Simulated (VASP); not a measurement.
CaB$_{6}$ (cab6) relaxed at rising pressure, in one space group throughout; other phases were not tried. The pressures are those reached. Method: LDA (Ceperley-Alder, Perdew-Zunger), VASP's LDA PAW potentials (set 64) (plane waves; VASP 6.6.1).

```csv
P (GPa),V (Å³/atom),k-mesh
0.24,9.762,6×6×6
5.00,9.493,6×6×6
9.99,9.243,6×6×6
19.93,8.816,6×6×6
30.09,8.458,8×8×8
```

A change of mesh leaves a small step in the series.

Question: Fit an equation of state and predict the volume at 45.13 GPa.

Answer: Least squares on the third-order Birch-Murnaghan form, P = (3B0/2)(y⁷ − y⁵)[1 + (3/4)(B′ − 4)(y² − 1)] with y = (V0/V)^(1/3), gives V0 = 9.777 Å³/atom, B0 = 160 GPa and B′ = 3.6, and so 8.020 Å³/atom. The run gave 8.014 Å³/atom, -0.1 % from the fit.

Pressures at which the relaxation failed are left out.

The compound is CaB6 in the cab6 structure.
